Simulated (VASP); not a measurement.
Input:

```
CELL_PARAMETERS angstrom
      2.01269     1.16203     6.45295
     -2.01269     1.16203     6.45295
      0.00000    -2.32405     6.45295
ATOMIC_POSITIONS crystal
  Cs 0.25515 0.25515 0.25515
  Cs 0.74485 0.74485 0.74485
  O  0.00000 0.00000 0.00000
```

All values below come from LDA (Ceperley-Alder, Perdew-Zunger), VASP's LDA PAW potentials (set 64) (plane waves; VASP 6.6.1). Numerical set-up: 520 eV cut-off, 7×7×7 Γ-centred mesh, tetrahedra with Blöchl corrections, potentials Cs_sv O.

Task: What does the run give for the energy per atom (σ→0)?

Result: 
```
Item                            Value
---------------------  --------------
energy per atom (σ→0)  -3.717 eV/atom
```

Total energies compare only between runs with the same potentials, cut-off and functional.

The structure comes from a computed database's Cs2O entry (R-3m); how it stands against other phases isn't given here. It was relaxed first, which changed the volume by -11 %.
